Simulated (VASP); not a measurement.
```
Tc
1.0
    1.37670    -2.38451     0.00000
    1.37670     2.38451     0.00000
    0.00000     0.00000     4.40456
Tc
2
Direct
  0.33333   0.66667   0.25000
  0.66667   0.33333   0.75000
```

Method: PW91 GGA, VASP's PBE PAW potentials (set 64) (plane waves; VASP). Numerical set-up: 520 eV cut-off, Gaussian smearing of 0.050 eV, potentials Tc_pv.

Q: Give the energies of bands 7 to 16 at the high-symmetry points, in eV from the Fermi level.

A: 
| band | Γ | M | K | A | L | H |
|---|---|---|---|---|---|---|
| 7 | -7.21 | -5.27 | -4.68 | -5.29 | -5.21 | -3.78 |
| 8 | -5.34 | -4.63 | -3.33 | -5.29 | -5.21 | -3.78 |
| 9 | -1.53 | -4.51 | -3.33 | -1.83 | -3.62 | -3.21 |
| 10 | -1.53 | -1.89 | -2.83 | -1.83 | -3.62 | -3.21 |
| 11 | -1.44 | -1.11 | -1.85 | -1.67 | 0.12 | -1.73 |
| 12 | -0.82 | -0.89 | -1.85 | -1.67 | 0.12 | -1.73 |
| 13 | -0.82 | -0.48 | -0.03 | -1.67 | 1.43 | -0.10 |
| 14 | -0.15 | 2.86 | 2.27 | -1.67 | 1.43 | -0.10 |
| 15 | -0.15 | 3.27 | 2.27 | 1.82 | 3.11 | 2.55 |
| 16 | 1.75 | 3.28 | 2.68 | 1.82 | 3.11 | 2.55 |

It has no gap at this level: it comes out as a metal or semimetal.

The compound is Tc in the hcp structure. It was relaxed first.
